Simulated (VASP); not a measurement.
Computed with LDA (Ceperley-Alder, Perdew-Zunger), VASP's LDA PAW potentials (set 64) (plane waves; VASP).

A VASP calculation is set up with these files.

### POSCAR
```
HfSi
1
    6.7251520000     0.0000000000     0.0000000000
    0.0000000000     3.6928650000     0.0000000000
    0.0000000000     0.0000000000     5.1189810000
Hf Si
4 4
Direct
  0.6751400000   0.2500000000   0.3743900000
  0.3248600000   0.7500000000   0.6256100000
  0.8248600000   0.7500000000   0.8743900000
  0.1751400000   0.2500000000   0.1256100000
  0.5431200000   0.2500000000   0.8608700000
  0.4568800000   0.7500000000   0.1391300000
  0.9568800000   0.7500000000   0.3608700000
  0.0431200000   0.2500000000   0.6391300000
```

KPOINTS:
```
Automatic mesh
0
Gamma
3 5 4
0 0 0
```

### INCAR
```
SYSTEM = HfSi
PREC = Accurate
ENCUT = 300
EDIFF = 1E-6
NELM = 100
ALGO = Normal
LREAL = .FALSE.
LASPH = .TRUE.
ISMEAR = 0
SIGMA = 0.1
LMAXMIX = 6
LWAVE = .FALSE.
LCHARG = .FALSE.
ISIF = 2
```

POTCAR, in this order: Hf_pv Si (LDA.64 set). Program: vasp_std.

At this cut-off the stress carries a Pulay error, which pulls relaxed volumes low. Unless said otherwise, spin-orbit coupling is left out, though it shifts the bands of the heavy elements here.

Question: Estimate the energy per atom (σ→0), pressure, largest force, band gap (on the k-mesh).

Answer: 
```
Item                                                         Value
------------------------  ----------------------------------------
energy per atom (σ→0)                               -9.234 eV/atom
band gap (on the k-mesh)  none (metal, semimetal or under 0.01 eV)
pressure                                                  4.60 GPa
largest force                                           0.109 eV/Å
```

**OSZICAR**
```
...
DAV:   7    -0.739891972181E+02    0.21641E+00   -0.35698E+00  1471   0.803E+00    0.742E+00
DAV:   8    -0.738744883994E+02    0.11471E+00   -0.72167E-01  1332   0.324E+00    0.123E+00
DAV:   9    -0.738753270617E+02   -0.83866E-03   -0.31056E-02  1503   0.863E-01    0.923E-01
DAV:  10    -0.738748358303E+02    0.49123E-03   -0.31458E-03  1424   0.194E-01    0.495E-01
DAV:  11    -0.738748290780E+02    0.67523E-05   -0.21025E-04  1495   0.578E-02    0.608E-02
DAV:  12    -0.738748275838E+02    0.14942E-05   -0.82174E-06  1400   0.120E-02    0.115E-02
DAV:  13    -0.738748274287E+02    0.15517E-06   -0.24022E-06  1135   0.681E-03
   1 F= -.73874827E+02 E0= -.73871807E+02  d E =-.604096E-02
```

The structure comes from a computed database's HfSi entry (Pnma); how it stands against other phases isn't given here. The cell was not relaxed at this level, and its volume differs by -5.9 % from the start's. The k-mesh is coarse (spacing up to 0.34 per Å, 2π included), so the numbers may not be converged in it.
